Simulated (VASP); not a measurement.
Consider the following.

```yaml
crystal:
  lattice:
    - [4.26335, 0.00000, 0.00000]
    - [-2.13167, 3.69216, 0.00000]
    - [0.00000, 0.00000, 20.92005]
  atoms:
    - { symbol: Cd, position: [0.00000, 0.00000, 0.00000] }
    - { symbol: Cd, position: [0.00000, 0.00000, 0.50000] }
    - { symbol: Cd, position: [0.66667, 0.33333, 0.83325] }
    - { symbol: Cd, position: [0.33333, 0.66667, 0.33325] }
    - { symbol: Cd, position: [0.66667, 0.33333, 0.16650] }
    - { symbol: Cd, position: [0.33333, 0.66667, 0.66650] }
    - { symbol: Se, position: [0.00000, 0.00000, 0.87460] }
    - { symbol: Se, position: [0.00000, 0.00000, 0.37460] }
    - { symbol: Se, position: [0.66667, 0.33333, 0.70785] }
    - { symbol: Se, position: [0.33333, 0.66667, 0.20785] }
    - { symbol: Se, position: [0.66667, 0.33333, 0.04150] }
    - { symbol: Se, position: [0.33333, 0.66667, 0.54150] }
```

Level of theory: PBE GGA, VASP's PBE PAW potentials (set 64) (plane waves; VASP 6.6.1). Settings: 300 eV cut-off, 4×4×1 Γ-centred mesh, Fermi-Dirac smearing of 0.10 eV, potentials Cd Se.

At this cut-off the stress carries a Pulay error, which pulls relaxed volumes low.

Task: Give the stress tensor in GPa (positive for a compressed cell).

Result: 
```
5.01  0.00  0.00
0.00  5.01  0.00
0.00  0.00  4.36
```
The pressure is its mean diagonal, 4.79 GPa.

The structure was generated: CdSe was put into an ordered model structure, which need not be its known phase. The cell was not relaxed at this level. The k-mesh is coarse (spacing up to 0.43 per Å, 2π included), so the numbers may not be converged in it.
